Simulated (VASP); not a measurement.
# YGe: structure and properties in VASP, part 4 of 6

Wanted: the relaxed cell of YGe and its properties. The start is a computed cell from the Materials Project.

VASP 6.6.1; PBEsol; plane waves and PAW (Y_sv, Ge_d).

So far. Step 5 (Bands along the symmetry lines (PBEsol)): There is no gap at this level. Step 6 (Density of states (PBEsol)): The finer mesh and the other smearing move the Fermi level by +0.02 eV from the 6×6×6 run, a small shift, which tests the Fermi level alone. Of the states within 0.3 eV of the Fermi level, the largest shares in the PAW spheres are Y d 42 %, Ge p 11 % and Y p 5 %. The rest lies in smaller channels or between the spheres.

**7. Vibrations at Γ (PBEsol)**

Zone-centre modes test whether the atoms sit at a minimum within this cell. IBRION = 8 takes the force constants from linear response, which needs tightly converged orbitals.

INCAR reads:

```
SYSTEM = YGe
PREC = Accurate
ENCUT = 410
EDIFF = 1E-08
NELM = 100
ISMEAR = 1
SIGMA = 0.2
LREAL = .FALSE.
ALGO = Normal
GGA = PS
NBANDS = 31
LASPH = .TRUE.
LORBIT = 11
LWAVE = .FALSE.
LCHARG = .FALSE.
KPAR = 4
IBRION = 8
ISIF = 2
```

POSCAR reads:

```
YGe
1.0
    2.1107708540     -5.2980193910      0.0000000000
    2.1107708540      5.2980193910      0.0000000000
    0.0000000000      0.0000000000      3.9333052795
Y Ge
2 2
Direct
    0.1380232545      0.8619767455      0.2500000000
    0.8619767455      0.1380232545      0.7500000000
    0.4153710894      0.5846289106      0.2500000000
    0.5846289106      0.4153710894      0.7500000000
```

KPOINTS reads:

```
Automatic mesh
0
Gamma
10 10 10
0 0 0
```

Potentials, in the order of the species: Y_sv and Ge_d (PBE family, release 64).

Launch:

```console
$ mpirun -np 4 vasp_std
```

Log:

```text
[... set-up lines as in an earlier step ...]
 entering main loop
       N       E                     dE             d eps       ncg     rms          rms(c)
DAV:   1     0.402924631650E+03    0.40292E+03   -0.21917E+04 13653   0.301E+03
DAV:   2     0.373123701615E+02   -0.36561E+03   -0.35449E+03 11621   0.714E+02
DAV:   3    -0.229182019928E+02   -0.60231E+02   -0.59285E+02 13962   0.177E+02
DAV:   4    -0.285280494602E+02   -0.56098E+01   -0.55780E+01 19459   0.468E+01
DAV:   5    -0.286761625473E+02   -0.14811E+00   -0.14809E+00 15545   0.770E+00    0.412E+01
DAV:   6    -0.275613952741E+02    0.11148E+01   -0.23241E+00 18252   0.724E+00    0.274E+01
DAV:   7    -0.274545146282E+02    0.10688E+00   -0.21948E+00 18305   0.876E+00    0.464E+00
DAV:   8    -0.274040306528E+02    0.50484E-01   -0.56898E-01 15723   0.530E+00    0.134E+00
DAV:   9    -0.274030244564E+02    0.10062E-02   -0.31380E-02 16586   0.174E+00    0.322E-01
DAV:  10    -0.274027887495E+02    0.23571E-03   -0.21580E-03 16788   0.359E-01    0.122E-01
DAV:  11    -0.274027746367E+02    0.14113E-04   -0.22193E-04 18624   0.161E-01    0.444E-02
DAV:  12    -0.274027730100E+02    0.16267E-05   -0.24303E-05 16441   0.364E-02    0.135E-02
DAV:  13    -0.274027729591E+02    0.50854E-07   -0.37216E-06 18222   0.147E-02    0.504E-03
DAV:  14    -0.274027729158E+02    0.43335E-07   -0.29155E-07 15576   0.360E-03    0.229E-03
DAV:  15    -0.274027727761E+02    0.13974E-06   -0.43905E-08 12649   0.142E-03    0.636E-04
DAV:  16    -0.274027728281E+02   -0.51980E-07   -0.93858E-09 10265   0.727E-04    0.359E-04
DAV:  17    -0.274027728201E+02    0.79999E-08   -0.10102E-09  9266   0.323E-04
   1 F= -.27402773E+02 E0= -.27403215E+02  d E =0.132725E-02
 Linear response reoptimize wavefunctions to high precision
DAV:   1    -0.274027728135E+02    0.65947E-08   -0.35568E-10  9161   0.142E-04
DAV:   2    -0.274027728135E+02   -0.37289E-10   -0.99468E-11  8818   0.900E-05
 Linear response DOF=           6
 Linear response progress:
  Degree of freedom:   1/  6
       N       E                     dE             d eps       ncg     rms          rms(c)
RMM:   1    -0.298803366386E+00   -0.29880E+00    0.45811E+00 24011   0.864E+00
RMM:   2    -0.282141356035E+00    0.16662E-01   -0.23015E-01 37295   0.174E+00    0.191E-01
RMM:   3    -0.283991953964E+00   -0.18506E-02   -0.18542E-02 43617   0.502E-01    0.147E-01
RMM:   4    -0.284658964374E+00   -0.66701E-03   -0.28672E-03 48953   0.180E-01    0.968E-02
RMM:   5    -0.284811900407E+00   -0.15294E-03   -0.77880E-04 48871   0.944E-02    0.112E-02
RMM:   6    -0.284789672475E+00    0.22228E-04   -0.30397E-04 50052   0.515E-02    0.169E-02
RMM:   7    -0.284763530561E+00    0.26142E-04   -0.13384E-04 51000   0.312E-02    0.619E-03
RMM:   8    -0.284719934598E+00    0.43596E-04   -0.77881E-05 51690   0.198E-02    0.285E-03
RMM:   9    -0.284743582791E+00   -0.23648E-04   -0.40316E-05 51175   0.136E-02    0.490E-03
RMM:  10    -0.284744649157E+00   -0.10664E-05   -0.32275E-05 52087   0.940E-03    0.573E-03
RMM:  11    -0.284737966546E+00    0.66826E-05   -0.32111E-05 51466   0.702E-03    0.616E-03
RMM:  12    -0.284738602600E+00   -0.63605E-06   -0.34023E-05 51763   0.531E-03    0.665E-03
RMM:  13    -0.284739869173E+00   -0.12666E-05   -0.31659E-05 52066   0.421E-03    0.708E-03
RMM:  14    -0.284736735656E+00    0.31335E-05   -0.26711E-05 46493   0.371E-03    0.854E-03
RMM:  15    -0.284725776175E+00    0.10959E-04   -0.23190E-05 48230   0.405E-03    0.124E-02
RMM:  16    -0.284725020823E+00    0.75535E-06   -0.24001E-05 48926   0.268E-03    0.132E-02
RMM:  17    -0.284725311793E+00   -0.29097E-06   -0.17332E-05 50969   0.214E-03    0.134E-02
RMM:  18    -0.284726997983E+00   -0.16862E-05   -0.13393E-05 44876   0.194E-03    0.129E-02
 first order change of Fermi-energy   0.28878E-04
 force on displaced ion       1 direction 1 :  -8.893  -0.003   0.000
 Linear response progress:
  Degree of freedom:   2/  6
       N       E                     dE             d eps       ncg     rms          rms(c)
RMM:   1    -0.313946955017E+00   -0.31395E+00    0.45555E+00 14047   0.877E+00
RMM:   2    -0.298437709405E+00    0.15509E-01   -0.24507E-01 21182   0.194E+00    0.192E-01
RMM:   3    -0.300389499830E+00   -0.19518E-02   -0.19888E-02 22720   0.590E-01    0.156E-01
RMM:   4    -0.301092026292E+00   -0.70253E-03   -0.32710E-03 27418   0.207E-01    0.114E-01
RMM:   5    -0.301238096885E+00   -0.14607E-03   -0.74149E-04 28743   0.992E-02    0.282E-02
RMM:   6    -0.301203140301E+00    0.34957E-04   -0.26089E-04 29186   0.518E-02    0.156E-02
RMM:   7    -0.301154563913E+00    0.48576E-04   -0.95887E-05 30056   0.294E-02    0.439E-03
RMM:   8    -0.301142227764E+00    0.12336E-04   -0.53564E-05 29652   0.177E-02    0.263E-03
RMM:   9    -0.301136865793E+00    0.53620E-05   -0.24423E-05 30419   0.114E-02    0.768E-04
RMM:  10    -0.301137945089E+00   -0.10793E-05   -0.21066E-05 30168   0.768E-03    0.985E-04
RMM:  11    -0.301138821698E+00   -0.87661E-06   -0.22040E-05 30690   0.538E-03    0.368E-04
RMM:  12    -0.301142309251E+00   -0.34876E-05   -0.19475E-05 30347   0.398E-03    0.904E-04
RMM:  13    -0.301142886430E+00   -0.57718E-06   -0.16475E-05 29717   0.306E-03    0.128E-04
RMM:  14    -0.301143687274E+00   -0.80084E-06   -0.11801E-05 30483   0.234E-03    0.506E-04
RMM:  15    -0.301143566392E+00    0.12088E-06   -0.93653E-06 30895   0.183E-03    0.826E-04
RMM:  16    -0.301143697930E+00   -0.13154E-06   -0.75214E-06 30172   0.148E-03    0.119E-03
RMM:  17    -0.301143839183E+00   -0.14125E-06   -0.57585E-06 30894   0.121E-03    0.128E-03
RMM:  18    -0.301143905643E+00   -0.66460E-07   -0.43256E-06 29964   0.100E-03    0.130E-03
RMM:  19    -0.301144054519E+00   -0.14888E-06   -0.32865E-06 27647   0.891E-04    0.982E-04
RMM:  20    -0.301143899957E+00    0.15456E-06   -0.23181E-06 27973   0.738E-04    0.119E-03
RMM:  21    -0.301144322440E+00   -0.42248E-06   -0.20082E-06 27063   0.657E-04    0.102E-03
RMM:  22    -0.301144411867E+00   -0.89428E-07   -0.14240E-06 29841   0.558E-04    0.100E-03
 first order change of Fermi-energy   0.76899E-01
 force on displaced ion       1 direction 2 :   0.000  -7.020   0.000
 Linear response progress:
  Degree of freedom:   3/  6
       N       E                     dE             d eps       ncg     rms          rms(c)
RMM:   1    -0.291010289387E+00   -0.29101E+00    0.47494E+00 21704   0.858E+00
RMM:   2    -0.274985354326E+00    0.16025E-01   -0.22513E-01 34623   0.170E+00    0.134E-01
RMM:   3    -0.276773983185E+00   -0.17886E-02   -0.18934E-02 40402   0.505E-01    0.111E-01
RMM:   4    -0.277406928193E+00   -0.63295E-03   -0.31808E-03 45168   0.183E-01    0.968E-02
[...]
RMM:   7    -0.277497854686E+00    0.35847E-04   -0.10902E-04 46221   0.290E-02    0.340E-03
RMM:   8    -0.277481031001E+00    0.16824E-04   -0.69090E-05 46928   0.178E-02    0.101E-03
RMM:   9    -0.277487496897E+00   -0.64659E-05   -0.31522E-05 46716   0.117E-02    0.215E-03
RMM:  10    -0.277488609055E+00   -0.11122E-05   -0.31295E-05 46486   0.820E-03    0.590E-04
RMM:  11    -0.277496098447E+00   -0.74894E-05   -0.25352E-05 46852   0.595E-03    0.772E-04
RMM:  12    -0.277499143422E+00   -0.30450E-05   -0.29370E-05 46674   0.444E-03    0.131E-04
RMM:  13    -0.277498989878E+00    0.15354E-06   -0.28731E-05 47016   0.339E-03    0.386E-04
RMM:  14    -0.277498528437E+00    0.46144E-06   -0.22645E-05 46482   0.268E-03    0.957E-04
RMM:  15    -0.277498532954E+00   -0.45175E-08   -0.17837E-05 46898   0.215E-03    0.131E-03
RMM:  16    -0.277498980439E+00   -0.44748E-06   -0.13375E-05 45780   0.176E-03    0.131E-03
RMM:  17    -0.277499017289E+00   -0.36850E-07   -0.10266E-05 46040   0.146E-03    0.157E-03
RMM:  18    -0.277499565307E+00   -0.54802E-06   -0.80699E-06 42868   0.126E-03    0.130E-03
RMM:  19    -0.277499193096E+00    0.37221E-06   -0.60399E-06 42811   0.105E-03    0.156E-03
 first order change of Fermi-energy   0.95976E-04
 force on displaced ion       1 direction 3 :   0.000   0.006  -6.751
 Linear response progress:
  Degree of freedom:   4/  6
       N       E                     dE             d eps       ncg     rms          rms(c)
RMM:   1    -0.190083895686E+00   -0.19008E+00    0.96626E+00 30569   0.425E+01
RMM:   2    -0.197440777986E+00   -0.73569E-02   -0.12771E-02 35778   0.582E-01    0.202E-01
RMM:   3    -0.197565948827E+00   -0.12517E-03   -0.10794E-03 40758   0.170E-01    0.132E-01
RMM:   4    -0.197865446084E+00   -0.29950E-03   -0.27482E-04 42344   0.770E-02    0.270E-02
RMM:   5    -0.197781207266E+00    0.84239E-04   -0.72065E-05 45144   0.298E-02    0.746E-03
RMM:   6    -0.197784700353E+00   -0.34931E-05   -0.31695E-05 48833   0.148E-02    0.300E-03
RMM:   7    -0.197769729124E+00    0.14971E-04   -0.91264E-06 49899   0.780E-03    0.216E-03
RMM:   8    -0.197773271660E+00   -0.35425E-05   -0.42840E-06 49531   0.463E-03    0.648E-04
RMM:   9    -0.197772661593E+00    0.61007E-06   -0.26587E-06 51219   0.269E-03    0.406E-04
RMM:  10    -0.197774979511E+00   -0.23179E-05   -0.13947E-06 49954   0.175E-03    0.183E-04
RMM:  11    -0.197774533754E+00    0.44576E-06   -0.69370E-07 50463   0.113E-03    0.197E-04
RMM:  12    -0.197774552252E+00   -0.18498E-07   -0.27019E-07 51656   0.759E-04    0.242E-04
RMM:  13    -0.197774598610E+00   -0.46357E-07   -0.94157E-09 50372   0.533E-04    0.350E-04
RMM:  14    -0.197774285373E+00    0.31324E-06    0.62650E-08 49080   0.425E-04    0.224E-04
RMM:  15    -0.197774120550E+00    0.16482E-06    0.11243E-08 50737   0.324E-04    0.221E-04
RMM:  16    -0.197774312718E+00   -0.19217E-06    0.70121E-08 49041   0.267E-04    0.289E-04
RMM:  17    -0.197773971058E+00    0.34166E-06    0.76918E-08 46960   0.257E-04    0.190E-04
RMM:  18    -0.197773430662E+00    0.54040E-06    0.57437E-09 46109   0.291E-04    0.163E-04
RMM:  19    -0.197773461568E+00   -0.30906E-07   -0.71023E-08 46755   0.195E-04    0.179E-04
RMM:  20    -0.197773850196E+00   -0.38863E-06    0.36600E-09 44760   0.196E-04    0.439E-05
RMM:  21    -0.197773956124E+00   -0.10593E-06    0.48028E-08 46712   0.151E-04    0.155E-05
RMM:  22    -0.197773862897E+00    0.93226E-07    0.39913E-08 44800   0.134E-04    0.381E-05
RMM:  23    -0.197773864283E+00   -0.13851E-08    0.15040E-08 48363   0.113E-04    0.261E-05
 first order change of Fermi-energy  -0.44739E-04
 force on displaced ion       3 direction 1 :  -6.853  -0.005   0.000
 Linear response progress:
  Degree of freedom:   5/  6
       N       E                     dE             d eps       ncg     rms          rms(c)
RMM:   1    -0.193697315557E+00   -0.19370E+00    0.89794E+00 18040   0.412E+01
RMM:   2    -0.201412142487E+00   -0.77148E-02   -0.14022E-02 20966   0.617E-01    0.228E-01
RMM:   3    -0.201469880584E+00   -0.57738E-04   -0.10570E-03 23797   0.183E-01    0.140E-01
RMM:   4    -0.201658564393E+00   -0.18868E-03   -0.16395E-04 23792   0.759E-02    0.128E-02
RMM:   5    -0.201638205023E+00    0.20359E-04   -0.63460E-05 24742   0.358E-02    0.148E-02
RMM:   6    -0.201654198258E+00   -0.15993E-04   -0.30463E-05 28133   0.177E-02    0.520E-03
RMM:   7    -0.201638948065E+00    0.15250E-04   -0.12364E-05 28269   0.933E-03    0.217E-03
RMM:   8    -0.201640697594E+00   -0.17495E-05   -0.53430E-06 29770   0.527E-03    0.117E-03
RMM:   9    -0.201639688731E+00    0.10089E-05   -0.94565E-07 30299   0.312E-03    0.400E-04
RMM:  10    -0.201640978175E+00   -0.12894E-05   -0.85486E-07 29724   0.181E-03    0.269E-04
RMM:  11    -0.201640955013E+00    0.23162E-07    0.12264E-07 30572   0.111E-03    0.209E-04
RMM:  12    -0.201641078885E+00   -0.12387E-06    0.40367E-07 30023   0.759E-04    0.118E-04
RMM:  13    -0.201640982292E+00    0.96593E-07    0.89007E-08 28829   0.550E-04    0.941E-05
RMM:  14    -0.201640937423E+00    0.44870E-07    0.10376E-07 30364   0.397E-04    0.385E-05
RMM:  15    -0.201640876463E+00    0.60960E-07    0.88008E-08 30775   0.291E-04    0.190E-05
RMM:  16    -0.201640813529E+00    0.62933E-07    0.25248E-08 30126   0.225E-04    0.256E-05
RMM:  17    -0.201640757071E+00    0.56458E-07    0.58631E-08 30077   0.186E-04    0.154E-05
RMM:  18    -0.201640703300E+00    0.53772E-07    0.32642E-08 29775   0.161E-04    0.808E-06
RMM:  19    -0.201640735408E+00   -0.32108E-07    0.17396E-08 30069   0.139E-04    0.106E-05
RMM:  20    -0.201640724317E+00    0.11091E-07    0.10064E-08 30064   0.123E-04    0.112E-05
RMM:  21    -0.201640737081E+00   -0.12764E-07    0.44273E-09 29253   0.112E-04    0.163E-05
RMM:  22    -0.201640718699E+00    0.18382E-07    0.53071E-09 29002   0.106E-04    0.123E-05
RMM:  23    -0.201640707811E+00    0.10888E-07    0.49033E-09 29013   0.995E-05    0.977E-06
RMM:  24    -0.201640699133E+00    0.86782E-08    0.10053E-09 28332   0.949E-05    0.801E-06
 first order change of Fermi-energy  -0.61294E+00
 force on displaced ion       3 direction 2 :   0.000  -7.140   0.000
 Linear response progress:
  Degree of freedom:   6/  6
       N       E                     dE             d eps       ncg     rms          rms(c)
RMM:   1    -0.189195558980E+00   -0.18920E+00    0.86484E+00 26846   0.402E+01
RMM:   2    -0.196468642100E+00   -0.72731E-02   -0.13291E-02 31136   0.608E-01    0.193E-01
RMM:   3    -0.196619774621E+00   -0.15113E-03   -0.13443E-03 35728   0.191E-01    0.121E-01
RMM:   4    -0.196933586161E+00   -0.31381E-03   -0.23520E-04 37437   0.782E-02    0.242E-02
RMM:   5    -0.196846515983E+00    0.87070E-04   -0.90173E-05 39908   0.300E-02    0.101E-02
RMM:   6    -0.196856345615E+00   -0.98296E-05   -0.24913E-05 42873   0.146E-02    0.276E-03
RMM:   7    -0.196845292974E+00    0.11053E-04    0.50619E-06 45205   0.722E-03    0.175E-03
RMM:   8    -0.196848824409E+00   -0.35314E-05   -0.67366E-06 44985   0.414E-03    0.478E-04
RMM:   9    -0.196846858795E+00    0.19656E-05    0.33151E-06 45987   0.241E-03    0.455E-04
RMM:  10    -0.196850415332E+00   -0.35565E-05   -0.14046E-05 45242   0.156E-03    0.162E-04
RMM:  11    -0.196850406594E+00    0.87384E-08   -0.80193E-06 46488   0.963E-04    0.126E-04
RMM:  12    -0.196850251991E+00    0.15460E-06   -0.71824E-06 45287   0.666E-04    0.237E-04
RMM:  13    -0.196850274943E+00   -0.22952E-07   -0.85269E-06 43698   0.503E-04    0.960E-05
RMM:  14    -0.196849994262E+00    0.28068E-06   -0.45551E-06 46530   0.345E-04    0.905E-05
RMM:  15    -0.196850233522E+00   -0.23926E-06   -0.41674E-06 45926   0.256E-04    0.118E-04
RMM:  16    -0.196850048433E+00    0.18509E-06   -0.26304E-06 45807   0.204E-04    0.122E-04
RMM:  17    -0.196850194642E+00   -0.14621E-06   -0.24804E-06 44435   0.169E-04    0.131E-04
RMM:  18    -0.196850069539E+00    0.12510E-06   -0.21617E-06 44151   0.151E-04    0.140E-04
 first order change of Fermi-energy  -0.17753E-04
 force on displaced ion       3 direction 3 :   0.000   0.007  -7.011
 Linear response finished
```

Elapsed: 34 min, on 4 MPI ranks of AMD EPYC 9R14 (Zen 4), shared host; peak memory 4.7 GiB; 2.1 h of CPU time.

(Continued in part 5 of 6.)

[Lines on the potential files, build, host, timing and source positions are cut from VASP's logs without a mark.]

[Logs are printed without paths, hosts, clocks, repeated set-up lines and the standing remarks that a program may print on its own settings, such as how far it seeks lower states.]

[Hosts, paths, dates, database ids (printed as entryN), source tags and the programs' standing remarks are cut or masked in the printed files.]

[A measured line is paired with the nearest computed mode of its activity, which favours agreement.]
